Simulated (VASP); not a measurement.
# SnBrCl3 (P6/mmm) in VASP: relaxation of cell and atoms with PBE

Aim: the relaxation of cell and atoms of SnBrCl3 with PBE.

Program: VASP 6.6.1. These are calculated values, not measurements. Logs are shortened: lines on timing, memory, paths and dates and some standing lists are left out, and cuts for length are marked.

### 1 The structure

Symmetry: P6/mmm, No. 191, hexagonal system. Conventional cell: a = 6.930 Å, b = 6.930 Å, c = 6.911 Å, α = 90.00°, β = 90.00°, γ = 120.00°. Sn (site symmetry -6m2) is surrounded by 6 Cl at 2.68 Å. Around Br (site symmetry 6/mmm) lie 2 Br at 3.46 Å and 12 Cl at 3.90 Å. Around Br (site symmetry 6/mmm) lie 2 Br at 3.46 Å and 12 Cl at 3.85 Å. Cl (site symmetry 2mm) is surrounded by 2 Sn at 2.68 Å.

The cell was built by a generator and needn't be a form met in nature.

### 2 Relaxation of cell and atoms, PBE

Input file INCAR:

```
SYSTEM = SnBrCl3
PREC = Normal ; ENCUT = 520
EDIFF = 1E-4 ; ISMEAR = 0
SIGMA = 0.15 ; LREAL = Auto
LASPH = .True. ; NELM = 60
ALGO = Fast ; ISIF = 3
LWAVE = .False. ; LCHARG = .False.
GGA = PE ; IBRION = 2
NSW = 24 ; EDIFFG = -0.08
```

Input file KPOINTS:

```
Automatic mesh
0
Gamma
  3 3 2
  0 0 0
```

Input file POSCAR:

```
SnBrCl3
1.0
    6.9304585000      0.0000000000      0.0000000000
   -3.4652292500      6.0019531200      0.0000000000
    0.0000000000      0.0000000000      6.9114762700
Sn Br Cl
2 2 6
Direct
    0.6666666700      0.3333333300      0.5000000000
    0.3333333300      0.6666666700      0.5000000000
    0.0000000000      0.0000000000      0.5000000000
    0.0000000000      0.0000000000      0.0000000000
    0.5000000000      0.5000000000      0.7580210600
    0.0000000000      0.5000000000      0.7580210600
    0.5000000000      0.0000000000      0.7580210600
    0.0000000000      0.5000000000      0.2419789400
    0.5000000000      0.5000000000      0.2419789400
    0.5000000000      0.0000000000      0.2419789400
```

Potentials or basis: VASP PAW PBE potentials, release 64 (Sn_d, Br, Cl).

Command:

```bash
$ cat potpaw_PBE.64/Sn_d/POTCAR potpaw_PBE.64/Br/POTCAR potpaw_PBE.64/Cl/POTCAR > POTCAR
$ mpirun -np 1 vasp_std > vasp.out
```

OUTCAR:

```text
SYSTEM = SnBrCl3
   PREC = Normal
   ENCUT = 520
   EDIFF = 1E-4
   ISMEAR = 0
   LREAL = Auto
   LASPH = .True.
   NELM = 60
   ISIF = 3
   GGA = PE
   IBRION = 2
   NSW = 24
   EDIFFG = -0.08

 ion  position               nearest neighbor table
   1  0.667  0.333  0.500-   7 2.68  10 2.68   8 2.68   6 2.68   9 2.68   5 2.68
   2  0.333  0.667  0.500-   7 2.68  10 2.68   8 2.68   6 2.68   9 2.68   5 2.68
   3  0.000  0.000  0.500-
   4  0.000  0.000  0.000-
   5  0.500  0.500  0.758-   1 2.68   2 2.68
   6  0.000  0.500  0.758-   1 2.68   2 2.68
   7  0.500  0.000  0.758-   1 2.68   2 2.68
   8  0.000  0.500  0.242-   1 2.68   2 2.68
   9  0.500  0.500  0.242-   1 2.68   2 2.68
  10  0.500  0.000  0.242-   1 2.68   2 2.68

  LATTYP: Found a hexagonal cell.
 ALAT       =     6.9304585000
 C/A-ratio  =     0.9972610427

  Lattice vectors:

 A1 = (   6.9304585000,   0.0000000000,   0.0000000000)
 A2 = (  -3.4652292500,   6.0019531200,   0.0000000000)
 A3 = (   0.0000000000,   0.0000000000,   6.9114762700)

Analysis of symmetry for initial positions (statically):
=====================================================================
 Subroutine PRICEL returns:
 Original cell was already a primitive cell.

 Routine SETGRP: Setting up the symmetry group for a
 hexagonal supercell.

 Subroutine GETGRP returns: Found 24 space group operations
 (whereof 24 operations were pure point group operations)
 out of a pool of 24 trial point group operations.

The static configuration has the point symmetry D_6h.

Analysis of symmetry for dynamics (positions and initial velocities):
=====================================================================
 Subroutine PRICEL returns:
 Original cell was already a primitive cell.

 Routine SETGRP: Setting up the symmetry group for a
 hexagonal supercell.

 Subroutine GETGRP returns: Found 24 space group operations
 (whereof 24 operations were pure point group operations)
 out of a pool of 24 trial point group operations.

The dynamic configuration has the point symmetry D_6h.

 Subroutine INISYM returns: Found 24 space group operations
 (whereof 24 operations are pure point group operations),
 and found     1 'primitive' translations

----------------------------------------------------------------------------------------

                                     Primitive cell

  volume of cell :     287.4918

  direct lattice vectors                    reciprocal lattice vectors
     6.930458500  0.000000000  0.000000000     0.144290598  0.083306215  0.000000000
    -3.465229250  6.001953120  0.000000000     0.000000000  0.166612431  0.000000000
     0.000000000  0.000000000  6.911476270     0.000000000  0.000000000  0.144686889

  length of vectors
     6.930458500  6.930458499  6.911476270     0.166612431  0.166612431  0.144686889

  position of ions in fractional coordinates (direct lattice)
     0.666666670  0.333333330  0.500000000
     0.333333330  0.666666670  0.500000000
     0.000000000  0.000000000  0.500000000
     0.000000000  0.000000000  0.000000000
     0.500000000  0.500000000  0.758021060
     0.000000000  0.500000000  0.758021060
     0.500000000  0.000000000  0.758021060
     0.000000000  0.500000000  0.241978940
     0.500000000  0.500000000  0.241978940
     0.500000000  0.000000000  0.241978940

  ion indices of the primitive-cell ions
   primitive index   ion index
                 1           1
                 2           2
                 3           3
                 4           4
                 5           5
                 6           6
                 7           7
                 8           8
                 9           9
                10          10

----------------------------------------------------------------------------------------

 KPOINTS: Automatic mesh

Automatic generation of k-mesh.
 Grid dimensions read from file:
 generate k-points for:    3    3    2

 Generating k-lattice:

  Cartesian coordinates                     Fractional coordinates (reciprocal lattice)
     0.048096866  0.027768738  0.000000000     0.333333333  0.000000000  0.000000000
     0.000000000  0.055537477  0.000000000     0.000000000  0.333333333  0.000000000
     0.000000000  0.000000000  0.072343445     0.000000000  0.000000000  0.500000000

  Length of vectors
     0.055537477  0.055537477  0.072343445

  Shift w.r.t. Gamma in fractional coordinates (k-lattice)
     0.000000000  0.000000000  0.000000000

 Subroutine IBZKPT returns following result:
 ===========================================

 Found      6 irreducible k-points:

 Following reciprocal coordinates:
            Coordinates               Weight
  0.000000  0.000000  0.000000      1.000000
  0.333333 -0.000000  0.000000      6.000000
  0.333333  0.333333  0.000000      2.000000
  0.000000  0.000000  0.500000      1.000000
  0.333333 -0.000000  0.500000      6.000000
  0.333333  0.333333  0.500000      2.000000
   k-points           NKPTS =      6   k-points in BZ     NKDIM =      6   number of bands    NBANDS=     50
   number of dos      NEDOS =    301   number of ions     NIONS =     10
   total plane-waves  NPLWV =  64000
   dimension x,y,z NGX =    40 NGY =   40 NGZ =   40
   dimension x,y,z NGXF=    80 NGYF=   80 NGZF=   80
   ions per type =               2   2   6
   NGX,Y,Z   is equivalent  to a cutoff of   9.60,  9.60,  9.62 a.u.
   NGXF,Y,Z  is equivalent  to a cutoff of  19.19, 19.19, 19.24 a.u.
 SYSTEM =  SnBrCl3
   PREC   = normal    normal or accurate (medium, high low for compatibility)
   ISTART =      0    job   : 0-new  1-cont  2-samecut
   ICHARG =      2    charge: 1-file 2-atom 10-const
   ISPIN  =      1    spin polarized calculation?
   LNONCOLLINEAR =      F non collinear calculations
   LSORBIT =      F    spin-orbit coupling
   LASPH  =      T    aspherical Exc in radial PAW
   ENCUT  =  520.0 eV  38.22 Ry    6.18 a.u.  12.89 12.89 12.85*2*pi/ulx,y,z
   NELM   =     60;   NELMIN=  2; NELMDL= -5     # of ELM steps
   EDIFF  = 0.1E-03   stopping-criterion for ELM
   LREAL  =      T    real-space projection
   EDIFFG = -.8E-01   stopping-criterion for IOM
   NSW    =     24    number of steps for IOM
   IBRION =      2    ionic relax: 0-MD 1-quasi-New 2-CG
   NFREE  =      1    steps in history (QN), initial steepest desc. (CG)
   ISIF   =      3    stress and relaxation
   ISYM   =      2    0-nonsym 1-usesym 2-fastsym
   POTIM  = 0.5000    time-step for ionic-motion
   TEBEG  =    0.0;   TEEND  =   0.0 temperature during run
   PSTRESS=    0.0 pullay stress
   NELECT =      84.0000    total number of electrons
   NUPDOWN=      -1.0000    fix difference up-down
   EMIN   =  10.00;   EMAX   =-10.00  energy-range for DOS
   EFERMI =   0.00;   METHOD = LEGACY
   ISMEAR =     0;   SIGMA  =   0.15  broadening in eV -4-tet -1-fermi 0-gaus
   EFERMI_NEDOS =   21; number of points for ismear=-14 and -15
   IALGO  =     68    algorithm
   IMIX   =      4    mixing-type and parameters
     AMIX     =   0.40;   BMIX     =  1.00
     AMIX_MAG =   1.60;   BMIX_MAG =  1.00
  volume/ion in A,a.u.               =      28.75       194.01
  Fermi-wavevector in a.u.,A,eV,Ry     =   1.086324  2.052855 16.056240  1.180100
  Thomas-Fermi vector in A             =   2.222458
   LORBIT       =      0    0 simple, 1 ext, 2 COOP (PROOUT), +10 PAW based schemes
   GGA     = PE    functional components
   LHFCALC =     F    Hartree Fock is set to
   AEXX    =    0.0000 exact exchange contribution
   IVDW    =     0    specifies the selected vdW correction
   LEPSILON=     F    determine dielectric tensor
   LRPA    =     F    only Hartree local field effects (RPA)
 conjugate gradient relaxation of ions
 non-spin polarized calculation
 RMM-DIIS sequential band-by-band and
 Gauss-broadening in eV      SIGMA  =   0.15
  energy-cutoff  :      520.00
  volume of cell :      287.49
 maximum number of plane-waves:      7783
   NGX = 25   NGY = 25   NGZ = 25

--------------------------------------- Ionic step        1  -------------------------------------------

 number of electron      83.9999983 magnetization

 Free energy of the ion-electron system (eV)
  ---------------------------------------------------
  ext. energy  EPLUGINS =         0.00000000
  ---------------------------------------------------
  free energy    TOTEN  =       -26.84446574 eV

  energy without entropy =      -26.74605942  energy(sigma->0) =      -26.79526258

------------------------ aborting loop because EDIFF is reached ----------------------------------------

  FORCE on cell =-STRESS in cart. coord.  units (eV):
  Direction    XX          YY          ZZ          XY          YZ          ZX
  --------------------------------------------------------------------------------------
  -------------------------------------------------------------------------------------
  Total       -1.2173638     -1.2173638     -8.3099588      0.0000000      0.0000000      0.0000000
  in kB       -6.7843083     -6.7843083    -46.3109902      0.0000000      0.0000000      0.0000000
  external PRESSURE =     -19.9598689 kB  Pullay stress =       0.0000000 kB
[... 161 lines left out ...]
  energy  without entropy=      -27.0207990187  energy(sigma->0) =      -27.05948587

--------------------------------------- Ionic step        5  -------------------------------------------

 number of electron      84.0000061 magnetization

 Free energy of the ion-electron system (eV)
  ---------------------------------------------------
  ext. energy  EPLUGINS =         0.00000000
  ---------------------------------------------------
  free energy    TOTEN  =       -27.11205251 eV

  energy without entropy =      -27.02351811  energy(sigma->0) =      -27.06778531

 E-fermi :   1.8873     XC(G=0):  -8.5987

 val. band max:        1.8201888987   @ k =   0.0000   0.0000   0.5000
 cond. band min:       1.9257659274   @ k =   0.3333  -0.0000   0.0000
 fundamental gap:      0.1055770286
 Fermi energy:         1.8873238306

 k-point     1 :       0.0000    0.0000    0.0000
  band No.  band energies     occupation
      1     -20.0011      2.00000
      2     -20.0011      2.00000
      3     -19.9908      2.00000
      4     -19.9908      2.00000
      5     -19.9634      2.00000
      6     -19.9634      2.00000
[... 344 lines left out ...]
  FREE ENERGIE OF THE ION-ELECTRON SYSTEM (eV)
  ---------------------------------------------------
  free  energy   TOTEN  =       -27.1120525062 eV

  energy  without entropy=      -27.0235181064  energy(sigma->0) =      -27.06778531

 reached required accuracy - stopping structural energy minimisation
```

Wall time 3.8 min (1 thread of AMD EPYC 7R13 (Zen 3), shared host); peak memory 0.25 GiB.

Results:

| Item | Value |
| --- | --- |
| Free energy | -27.1121 eV |
| Relaxed volume | 27.43 Å³/atom |
| Relaxed cell | a = 6.928 Å, b = 6.928 Å, c = 6.600 Å, α = 90.00°, β = 90.00°, γ = 120.00° |
| Space group after relaxing (to 0.05 Å) | P6/mmm (No. 191) |
| Energy gained by relaxing | 26.8 meV/atom |
| Ionic steps | 5 |
| Pressure after relaxing | 0.1 GPa |
| Largest force after relaxing | 0.004 eV/Å |
| Band gap on the k mesh | none (metal or under the smearing width) |

Forces on the atoms (eV/Å):
```
Sn   0.000  0.000  0.000
Sn   0.000  0.000  0.000
Br   0.000  0.000  0.000
Br   0.000  0.000  0.000
Cl   0.000  0.000  0.004
Cl   0.000  0.000  0.004
Cl   0.000  0.000  0.004
Cl   0.000  0.000 -0.004
Cl   0.000  0.000 -0.004
Cl   0.000  0.000 -0.004
```

Stress tensor (GPa, compression positive):
```
 0.42  0.00  0.00
 0.00  0.42  0.00
 0.00  0.00 -0.41
```

The path:
| step | energy change (eV) | largest force (eV/Å) | pressure (GPa) | volume (Å³) |
| --- | --- | --- | --- | --- |
| 1 | 0.0000 | 0.5524 | -2.00 | 287.49 |
| 2 | -0.2528 | 0.0206 | 0.20 | 272.73 |
| 3 | -0.2538 | 0.0231 | 0.50 | 271.81 |
| 4 | -0.2537 | 0.0036 | 0.34 | 272.12 |
| 5 | -0.2676 | 0.0036 | 0.14 | 274.31 |

Final structure:
```
Sn Br Cl
1.0
     6.92781    0.00000    0.00000
    -3.46390    5.99966    0.00000
     0.00000    0.00000    6.59972
Sn Br Cl
2 2 6
Direct
  0.66667 0.33333 0.50000
  0.33333 0.66667 0.50000
  0.00000 0.00000 0.50000
  0.00000 0.00000 0.00000
  0.50000 0.50000 0.75394
  0.00000 0.50000 0.75394
  0.50000 0.00000 0.75394
  0.00000 0.50000 0.24606
  0.50000 0.50000 0.24606
  0.50000 0.00000 0.24606
```

Caveat: the k mesh is coarse (spacing up to 0.45 Å⁻¹), so the values aren't converged; the relaxation stopped at a loose force limit of 0.08 eV/Å, so its end isn't a converged minimum.
